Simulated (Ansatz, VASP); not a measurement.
## Cross-check of Ga14Ge17O55 (amorphous 29Ga2O3-71GeO2 (mol %)) between VASP and Ansatz

Aim: how closely do two programs agree when they are given the same cell, functional and k mesh? The cell is taken from a series of runs on this material, whose earlier steps may have relaxed, scaled, displaced or heated it; both programs get it as it stands.

Program: Ansatz 0.2.0. Level of theory: plane waves, with VASP 6.6.1 beside it; single point at PBE. Results are calculated unless marked as measured.

### Step 1. The structure

The cell holds 86 atoms: 14 Ga, 17 Ge and 55 O. Cell: a = 10.359 Å, b = 10.359 Å, c = 10.359 Å, α = 90.0°, β = 90.0°, γ = 90.0°. As first built, before any earlier steps moved the atoms (in the runner's words): 86 atoms (14 Fe, 17 Ge, 55 O) placed at random at 4.41 g/cm^3, melted at 5000 K for 10 ps at fixed volume with the Morse and Coulomb pair potential with partial charges (Pedone, Malavasi, Menziani, Cormack and Segre, J. Phys. Chem. B 110, 11780 (2006)). Quenched from 5000 K to 300 K at 100 K/ps and fixed volume, held 5 ps, then minimised at fixed cell. Then Fe was replaced by Ga and the cell scaled by 1.006 (the potential has no terms for the new elements, so the cell is a start for a DFT relaxation).

### Step 2. VASP: single point, PBE

A single point gives forces, pressure and levels at one fixed geometry, so differences don't come from the geometry; what else differs is listed under the comparison.

Lines of VASP's logs that name or quote its potential files are left out, and so is its time.

The input, INCAR:

```
SYSTEM = Ga14Ge17O55
PREC = Accurate
ENCUT = 600
EDIFF = 1E-06
NELM = 120
ISMEAR = -1
SIGMA = 0.05
LREAL = Auto
ALGO = Normal
GGA = PE
NBANDS = 440
LORBIT = 11
LWAVE = .FALSE.
LCHARG = .FALSE.
ISIF = 2
LASPH = .TRUE.
GGA_COMPAT = .FALSE.
EFERMI = MIDGAP
NCORE = 2
```

The input, POSCAR:

```
Ga14Ge17O55
1.0
   10.3590800000      0.0000000000      0.0000000000
    0.0000000000     10.3590800000      0.0000000000
    0.0000000000      0.0000000000     10.3590800000
Ga Ge O
14 17 55
Direct
    0.4423800000      0.4341000000      0.6065800000
    0.8743600000      0.1856000000      0.7331000000
    0.5877500000      0.2205600000      0.6932400000
    0.5237100000      0.9388300000      0.2340100000
    0.7748000000      0.5376400000      0.6528500000
    0.0667900000      0.9899200000      0.7212000000
    0.3083700000      0.7300300000      0.7730300000
    0.3795700000      0.3056000000      0.0695100000
    0.3508500000      0.6490700000      0.1805400000
    0.9400400000      0.8902100000      0.2023400000
    0.6564300000      0.0225600000      0.4814200000
    0.0675700000      0.7274900000      0.9517000000
    0.4654200000      0.3283500000      0.3223100000
    0.2454900000      0.9349700000      0.0164800000
    0.0293800000      0.4555700000      0.1274300000
    0.7784200000      0.8456000000      0.7363300000
    0.0622200000      0.4824700000      0.8021500000
    0.4466300000      0.7188900000      0.5060800000
    0.3599000000      0.0070000000      0.6004200000
    0.5318200000      0.8326900000      0.9608900000
    0.2673800000      0.2302800000      0.7951100000
    0.0028400000      0.1965100000      0.4351700000
    0.7082000000      0.5133900000      0.1866100000
    0.5376700000      0.5148400000      0.8996000000
    0.6709600000      0.1305600000      0.0108800000
    0.7181700000      0.7545800000      0.4152500000
    0.0360200000      0.7458400000      0.4726600000
    0.9992700000      0.1456600000      0.0303400000
    0.7209300000      0.3052300000      0.4316300000
    0.2545300000      0.0793700000      0.2938400000
    0.1842400000      0.4748100000      0.4008400000
    0.8722200000      0.7028800000      0.4727800000
    0.1193200000      0.6019900000      0.4853600000
    0.7278300000      0.8821100000      0.5787700000
    0.2496400000      0.0831200000      0.7043200000
    0.2282300000      0.7323600000      0.0556800000
    0.0540600000      0.8124500000      0.3210800000
    0.4761500000      0.6713600000      0.8806900000
    0.4107400000      0.2775500000      0.7159400000
    0.3255400000      0.2235400000      0.2398300000
    0.9324200000      0.7849700000      0.0544200000
    0.5162200000      0.0584600000      0.6211700000
    0.3172300000      0.0483200000      0.4463600000
    0.9150500000      0.4180700000      0.7537800000
    0.3320200000      0.9736900000      0.1901700000
    0.6445400000      0.5178200000      0.0290400000
    0.8734800000      0.4829900000      0.1735900000
    0.3868900000      0.6033800000      0.6308900000
    0.8808600000      0.9725800000      0.7626100000
    0.2847700000      0.1811300000      0.9529700000
    0.0939800000      0.0998500000      0.3346500000
    0.5606300000      0.3228100000      0.5047600000
    0.1490600000      0.5047200000      0.2349200000
    0.0752900000      0.8599800000      0.5864800000
    0.0790200000      0.0115600000      0.0870700000
    0.0444000000      0.5184500000      0.9714900000
    0.4916600000      0.7717300000      0.1172500000
    0.1449700000      0.6301400000      0.7871900000
    0.6085700000      0.6539400000      0.5281900000
    0.3710200000      0.8406600000      0.6126900000
    0.0471500000      0.2907700000      0.0976200000
    0.5432500000      0.8511000000      0.4070000000
    0.6913100000      0.6498900000      0.2809900000
    0.3628800000      0.6758200000      0.3673800000
    0.6914200000      0.1787200000      0.8459700000
    0.8337700000      0.1238700000      0.0569600000
    0.1713200000      0.3620800000      0.7669900000
    0.5763400000      0.1080300000      0.3372700000
    0.1380000000      0.8796100000      0.8591400000
    0.6546500000      0.3838000000      0.2881400000
    0.0011500000      0.1427000000      0.5931900000
    0.4160900000      0.4651400000      0.1888800000
    0.7921900000      0.4279700000      0.5146200000
    0.3987600000      0.4293200000      0.9295600000
    0.6543200000      0.8501800000      0.8467400000
    0.5528000000      0.2352800000      0.0617700000
    0.8343600000      0.6887200000      0.7439700000
    0.6062100000      0.4591700000      0.7520200000
    0.5988900000      0.9830200000      0.0554200000
    0.3326000000      0.4117800000      0.4477500000
    0.7383800000      0.1809400000      0.5870600000
    0.8492500000      0.2115300000      0.3722600000
    0.0837600000      0.3416600000      0.4277000000
    0.0158000000      0.1603400000      0.8647800000
    0.3910200000      0.9029400000      0.9006500000
    0.7777400000      0.8970500000      0.3195400000
```

The input, KPOINTS:

```
Automatic mesh
0
Gamma
1 1 1
0 0 0
```

Potentials, in the order of the species: Ga_d, Ge_d and O (PBE family, release 64).

Launch:

```bash
mpirun -np 8 vasp_gam
```

Numbers of over 12 decimals in the logs are rounded to 6 here.

What it wrote:

```text
[banner, memory and clock lines left out]
running    8 mpi-ranks, on    1 nodes
[...]
LDA part: xc-table for (Slater+PW92), standard interpolation
 POSCAR, INCAR and KPOINTS ok, starting setup
[...]
entering main loop
       N       E                     dE             d eps       ncg     rms          rms(c)
DAV:   1     0.258247516984E+05    0.25825E+05   -0.26272E+05  1008   0.474E+03
DAV:   2     0.638503347548E+04   -0.19440E+05   -0.18014E+05   880   0.137E+03
DAV:   3     0.576611587728E+03   -0.58084E+04   -0.54880E+04  1032   0.447E+02
DAV:   4    -0.491684688737E+03   -0.10683E+04   -0.10304E+04  1064   0.199E+02
[...]
DAV:  17    -0.515865598906E+03   -0.52894E-05   -0.96239E-05  1272   0.380E-02    0.814E-03
DAV:  18    -0.515865601336E+03   -0.24297E-05   -0.24794E-05  1296   0.161E-02    0.654E-03
DAV:  19    -0.515865600807E+03    0.52919E-06   -0.43154E-06   784   0.110E-02
   1 F= -.51586560E+03 E0= -.51586423E+03  d E =-.274279E-02
```

Parts of OUTCAR (step 2):

```text
  FREE ENERGIE OF THE ION-ELECTRON SYSTEM (eV)
  ---------------------------------------------------
  free  energy   TOTEN  =      -515.8656008070 eV

  energy  without entropy=     -515.8628580219  energy(sigma->0) =     -515.86422941
```

The run ends at a pressure of -2.29 GPa, with forces up to 2.8 eV/Å.

(Continued in part 2 of 2.)

[Lines on the potential files, build, host, timing and source positions are cut from VASP's logs without a mark.]

[Logs are printed without paths, hosts, clocks, repeated set-up lines and the standing remarks that a program may print on its own settings, such as how far it seeks lower states.]

[Hosts, paths, dates, database ids (printed as entryN), source tags and the programs' standing remarks are cut or masked in the printed files.]
